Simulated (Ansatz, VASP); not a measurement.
## Zn11P18O56 (glassy 45P2O5-55ZnO (mol %)): VASP beside Ansatz

One calculation is typed for both programs; each brings its own data sets. How far apart do they land? The cell is taken from a series of runs on this material, whose earlier steps may have relaxed, scaled, displaced or heated it; both programs get it as it stands.

Main program and level: Ansatz 0.2.0; plane waves, with VASP 6.6.1 beside it; single point at r2SCAN.

## (1) Set-up

The cell holds 85 atoms: 18 P, 11 Zn and 56 O. Its edges and angles: a = 10.556 Å, b = 10.556 Å, c = 10.556 Å, α = 90.0°, β = 90.0°, γ = 90.0°. As first built, before any earlier steps moved the atoms (in the runner's words): 85 atoms (18 P, 11 Zn, 56 O) placed at random at 3.06 g/cm^3, melted at 4000 K for 10 ps at fixed volume with the Morse and Coulomb pair potential with partial charges (Pedone, Malavasi, Menziani, Cormack and Segre, J. Phys. Chem. B 110, 11780 (2006)). Quenched from 4000 K to 300 K at 500 K/ps and fixed volume, held 10 ps at zero pressure, then minimised at fixed cell.

## (2) VASP: single point, r2SCAN

With cell and atoms fixed, the geometry can't cause a difference; cores, projectors, grids and the points listed under the comparison can.

Lines of VASP's logs that name or quote its potential files are left out, and so is its time.

INCAR

```
SYSTEM = Zn11P18O56
PREC = Accurate
ENCUT = 660
EDIFF = 1E-06
NELM = 120
ISMEAR = 0
SIGMA = 0.025
LREAL = Auto
ALGO = Normal
METAGGA = R2SCAN
LASPH = .TRUE.
NBANDS = 344
LORBIT = 11
LWAVE = .FALSE.
LCHARG = .FALSE.
ISIF = 2
GGA_COMPAT = .FALSE.
EFERMI = MIDGAP
LMIXTAU = .TRUE.
NCORE = 2
```

POSCAR

```
Zn11P18O56
1.0
   10.5564000000      0.0000000000      0.0000000000
    0.0000000000     10.5564000000      0.0000000000
    0.0000000000      0.0000000000     10.5564000000
P Zn O
18 11 56
Direct
    0.7113900000      0.0125200000      0.8810500000
    0.7133400000      0.8596200000      0.3694400000
    0.1323400000      0.1111600000      0.9279200000
    0.6487500000      0.2502500000      0.2569600000
    0.3898000000      0.1353800000      0.3392100000
    0.2008400000      0.4737800000      0.8070300000
    0.2081100000      0.7478500000      0.8498700000
    0.7309300000      0.5825400000      0.9209900000
    0.8666900000      0.9465200000      0.1189400000
    0.3397800000      0.8668000000      0.2344800000
    0.8347700000      0.9404000000      0.6228500000
    0.0141600000      0.1895900000      0.1658600000
    0.3590000000      0.1272900000      0.6042900000
    0.9635300000      0.4454000000      0.4987100000
    0.4261800000      0.6572100000      0.4085400000
    0.5608300000      0.3101600000      0.6560200000
    0.3426700000      0.4339000000      0.0451000000
    0.0972600000      0.7593600000      0.1229600000
    0.0974700000      0.4584300000      0.2321800000
    0.3991500000      0.9962100000      0.8699200000
    0.5187000000      0.6589600000      0.1107500000
    0.0506300000      0.1887000000      0.6687400000
    0.9450400000      0.3657400000      0.9344900000
    0.8056400000      0.2105900000      0.5032100000
    0.2611700000      0.3981000000      0.4902500000
    0.5505300000      0.6028300000      0.6710900000
    0.6200800000      0.3087400000      0.9637600000
    0.9499000000      0.6708900000      0.7280200000
    0.6969200000      0.5414400000      0.3535900000
    0.7600700000      0.1430200000      0.8837400000
    0.9694200000      0.3209200000      0.1203300000
    0.6153600000      0.3824700000      0.2995900000
    0.9786800000      0.8485000000      0.1069300000
    0.1273100000      0.1512700000      0.0774600000
    0.9015100000      0.8182300000      0.6222100000
    0.7584800000      0.7262100000      0.3838700000
    0.3266300000      0.5564200000      0.4197700000
    0.9036300000      0.0666600000      0.6139600000
    0.2637200000      0.6123300000      0.8123000000
    0.4565900000      0.3504300000      0.0553900000
    0.5864500000      0.8969600000      0.3304700000
    0.6868000000      0.6237400000      0.0545500000
    0.4181300000      0.2666900000      0.6000200000
    0.2173000000      0.4206600000      0.6765200000
    0.2177300000      0.1429000000      0.6017700000
    0.3346300000      0.0135100000      0.2617100000
    0.8464100000      0.6566500000      0.8773800000
    0.5725800000      0.4406000000      0.5946000000
    0.4076000000      0.0693500000      0.4712300000
    0.5443500000      0.3095800000      0.7967200000
    0.7861400000      0.9260700000      0.9990800000
    0.2331300000      0.4018900000      0.1323300000
    0.5171400000      0.1604600000      0.2767500000
    0.7480700000      0.9426900000      0.4954200000
    0.1018900000      0.7726200000      0.7626000000
    0.7693000000      0.4368000000      0.9272300000
    0.3475900000      0.7866700000      0.3580800000
    0.0663000000      0.4858500000      0.8558600000
    0.0654700000      0.6452100000      0.1973500000
    0.0382000000      0.1727700000      0.3006800000
    0.9092300000      0.0848900000      0.1151200000
    0.5776800000      0.9794700000      0.9106700000
    0.9502100000      0.3117900000      0.5660600000
    0.6774700000      0.2311300000      0.1191300000
    0.0569900000      0.2196600000      0.8551200000
    0.7456300000      0.1821100000      0.3377100000
    0.4250400000      0.8291900000      0.1306300000
    0.6538100000      0.2158000000      0.6040700000
    0.3202100000      0.8303900000      0.8633100000
    0.0878900000      0.4360800000      0.4153100000
    0.3715500000      0.5751800000      0.0497900000
    0.2878200000      0.4021700000      0.9021000000
    0.0696100000      0.9872800000      0.9113400000
    0.5250600000      0.6295800000      0.3059400000
    0.2725500000      0.1214000000      0.9022700000
    0.6169300000      0.6008000000      0.8317300000
    0.8515500000      0.4580200000      0.4086700000
    0.1933100000      0.8511200000      0.1917400000
    0.7459500000      0.9416500000      0.7487100000
    0.8096700000      0.9188500000      0.2487000000
    0.1476600000      0.7247100000      0.9916600000
    0.9747400000      0.5481100000      0.5958600000
    0.3042300000      0.2455200000      0.3513700000
    0.4850200000      0.6977300000      0.5334700000
    0.4236200000      0.0432900000      0.6952100000
```

KPOINTS

```
Automatic mesh
0
Gamma
1 1 1
0 0 0
```

Potentials, in the order of the species: P, Zn and O (PBE family, release 64).

The run is started by

```sh
$ mpirun -np 8 vasp_gam
```

Numbers of over 12 decimals in the logs are rounded to 6 here.

What it wrote:

```text
[banner, memory and clock lines left out]
running    8 mpi-ranks, on    1 nodes
[...]
|                                                                             |
|               ----> ADVICE to this user running VASP <----                  |
|                                                                             |
|     You enforced a specific xc type in the INCAR file but a different       |
|     [... a line on the potential file left out ...]
|     I HOPE YOU KNOW WHAT YOU ARE DOING!                                     |
|                                                                             |

 LDA part: xc-table for (None), standard interpolation
 POSCAR, INCAR and KPOINTS ok, starting setup
[...]
entering main loop
       N       E                     dE             d eps       ncg     rms          rms(c)
DAV:   1     0.105109144034E+05    0.10511E+05   -0.31835E+05   688   0.232E+03
DAV:   2     0.976704207862E+03   -0.95342E+04   -0.91814E+04   760   0.628E+02
DAV:   3    -0.860876843061E+03   -0.18376E+04   -0.17731E+04   760   0.278E+02
DAV:   4    -0.100495092295E+04   -0.14407E+03   -0.14262E+03   808   0.861E+01
[...]
DAV:  23    -0.772911649326E+03   -0.29760E-04   -0.20758E-05   880   0.195E-02    0.551E-03
DAV:  24    -0.772911653909E+03   -0.45828E-05   -0.28889E-06   624   0.734E-03    0.359E-03
DAV:  25    -0.772911654037E+03   -0.12813E-06   -0.21295E-06   504   0.562E-03
   1 F= -.77291165E+03 E0= -.77291165E+03  d E =0.000000E+00
```

Parts of OUTCAR (step 2):

```text
  FREE ENERGIE OF THE ION-ELECTRON SYSTEM (eV)
  ---------------------------------------------------
  free  energy   TOTEN  =      -772.9116540367 eV

  energy  without entropy=     -772.9116540367  energy(sigma->0) =     -772.91165404

[... 1 further part left out ...]
```

The run ends at a pressure of -4.90 GPa, with forces up to 0.28 eV/Å.

[end of part 1 of 2]

[Lines on the potential files, build, host, timing and source positions are cut from VASP's logs without a mark.]

[Logs are printed without paths, hosts, clocks, repeated set-up lines and the standing remarks that a program may print on its own settings, such as how far it seeks lower states.]

[Hosts, paths, dates, database ids (printed as entryN), source tags and the programs' standing remarks are cut or masked in the printed files.]
